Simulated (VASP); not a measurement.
Input of a VASP 6.6.1 run:

File POSCAR:

```
SiC                                     
1.0
    0.0000000000      2.1897021501      2.1897021501
    2.1897021501      0.0000000000      2.1897021501
    2.1897021501      2.1897021501      0.0000000000
  Si              C             
     1     1
Direct
     0.0000000000000000    0.0000000000000000    0.0000000000000000
     0.2500000000000000    0.2500000000000000    0.2500000000000000
```

File INCAR.step1:

```
SYSTEM = SiC
ALGO = Normal
EDIFF = 1E-5
ENCUT = 520
GGA = PE
ISIF = 2
ISMEAR = 0
KPAR = 4
LASPH = .True.
LCHARG = .False.
LREAL = .False.
LWAVE = .True.
NBANDS = 11
NELM = 100
PREC = Accurate
SIGMA = 0.02
```

Contents of INCAR.step2:

```
SYSTEM = SiC
ALGO = Normal
EDIFF = 1E-7
ENCUT = 520
GGA = PE
HFSCREEN = 0.2
ISIF = 2
ISMEAR = 0
ISTART = 1
KPAR = 4
LASPH = .True.
LCHARG = .False.
LHFCALC = .True.
LREAL = .False.
LWAVE = .False.
NBANDS = 11
NELM = 100
PREC = Accurate
PRECFOCK = Fast
SIGMA = 0.02
```

KPOINTS

```
k-points
0
Gamma
  8 8 8
  0 0 0
```

KPOINTS_OPT

```
path GXWKGLUWLK,UX
8
line-mode
reciprocal
 0.0000000000  0.0000000000  0.0000000000  G
 0.5000000000  0.0000000000  0.5000000000  X

 0.5000000000  0.0000000000  0.5000000000  X
 0.5000000000  0.2500000000  0.7500000000  W

 0.5000000000  0.2500000000  0.7500000000  W
 0.3750000000  0.3750000000  0.7500000000  K

 0.3750000000  0.3750000000  0.7500000000  K
 0.0000000000  0.0000000000  0.0000000000  G

 0.0000000000  0.0000000000  0.0000000000  G
 0.5000000000  0.5000000000  0.5000000000  L

 0.5000000000  0.5000000000  0.5000000000  L
 0.6250000000  0.2500000000  0.6250000000  U

 0.6250000000  0.2500000000  0.6250000000  U
 0.5000000000  0.2500000000  0.7500000000  W

 0.5000000000  0.2500000000  0.7500000000  W
 0.5000000000  0.5000000000  0.5000000000  L

 0.5000000000  0.5000000000  0.5000000000  L
 0.3750000000  0.3750000000  0.7500000000  K

 0.6250000000  0.2500000000  0.6250000000  U
 0.5000000000  0.0000000000  0.5000000000  X
```

Potentials or basis: VASP PAW PBE potentials, release 64 (Si, C).

The run is started by

```console
$ cat potpaw_PBE.64/Si/POTCAR potpaw_PBE.64/C/POTCAR > POTCAR
$ cp INCAR.step1 INCAR
$ mpirun -np 4 vasp_std > vasp.out
$ cp INCAR.step2 INCAR
$ mpirun -np 4 vasp_std > vasp.out
```

Question: What does it give for the band gap along the path?

Answer: 2.26 eV, indirect (least direct gap 5.73 eV).

Question: Estimate the pressure.

Answer: -5.1 GPa.

Levels at the corners of the path, in eV from the valence-band top:
| point | band 1 | band 2 | band 3 | band 4 | band 5 | band 6 | band 7 | band 8 | band 9 |
| --- | --- | --- | --- | --- | --- | --- | --- | --- | --- |
| Γ | -16.87 | 0.00 | 0.00 | 0.00 | 7.37 | 8.50 | 8.50 | 8.50 | 16.01 |
| X | -11.53 | -8.50 | -3.47 | -3.47 | 2.26 | 5.33 | 15.78 | 15.78 | 16.56 |
| X | -11.53 | -8.50 | -3.47 | -3.47 | 2.26 | 5.33 | 15.78 | 15.78 | 16.56 |
| W | -11.30 | -7.66 | -5.38 | -5.00 | 6.33 | 10.81 | 10.89 | 10.99 | 16.00 |
| W | -11.30 | -7.66 | -5.38 | -5.00 | 6.33 | 10.81 | 10.89 | 10.99 | 16.00 |
| K | -11.54 | -7.93 | -5.96 | -2.82 | 4.10 | 9.01 | 13.41 | 14.05 | 14.62 |
| K | -11.54 | -7.93 | -5.96 | -2.82 | 4.10 | 9.01 | 13.41 | 14.05 | 14.62 |
| Γ | -16.87 | 0.00 | 0.00 | 0.00 | 7.37 | 8.50 | 8.50 | 8.50 | 16.01 |
| Γ | -16.87 | 0.00 | 0.00 | 0.00 | 7.37 | 8.50 | 8.50 | 8.50 | 16.01 |
| L | -13.08 | -9.27 | -1.15 | -1.15 | 6.51 | 8.43 | 8.43 | 11.49 | 17.72 |
| L | -13.08 | -9.27 | -1.15 | -1.15 | 6.51 | 8.43 | 8.43 | 11.49 | 17.72 |
| U | -11.54 | -7.93 | -5.96 | -2.82 | 4.10 | 9.01 | 13.41 | 14.05 | 14.62 |
| U | -11.54 | -7.93 | -5.96 | -2.82 | 4.10 | 9.01 | 13.41 | 14.05 | 14.62 |
| W | -11.30 | -7.66 | -5.38 | -5.00 | 6.33 | 10.81 | 10.89 | 10.99 | 16.00 |
| W | -11.30 | -7.66 | -5.38 | -5.00 | 6.33 | 10.81 | 10.89 | 10.99 | 16.00 |
| L | -13.08 | -9.27 | -1.15 | -1.15 | 6.51 | 8.43 | 8.43 | 11.49 | 17.72 |
| L | -13.08 | -9.27 | -1.15 | -1.15 | 6.51 | 8.43 | 8.43 | 11.49 | 17.72 |
| K | -11.54 | -7.93 | -5.96 | -2.82 | 4.10 | 9.01 | 13.41 | 14.05 | 14.62 |
| U | -11.54 | -7.93 | -5.96 | -2.82 | 4.10 | 9.01 | 13.41 | 14.05 | 14.62 |
| X | -11.53 | -8.50 | -3.47 | -3.47 | 2.26 | 5.33 | 15.78 | 15.78 | 16.56 |

Caveat: the PAW data sets were made with another functional, which shifts forces and pressure a little.

**Experimental background.**

“Insight into the structural, elastic and electronic properties of a new orthorhombic 6O-SiC polytype”, 2020, pmc:7200658 quotes, for a bulk crystal of SiC: band gap 2.4 eV (indirect).

A measured gap of SiC is 2.4 eV (indirect; quoted in “Insight into the structural, elastic and electronic properties of a new orthorhombic 6O-SiC polytype”, 2020, pmc:7200658); the calculated 2.26 eV misses it by -0.14 eV. The value is that of HSE06, without temperature or zero-point motion.
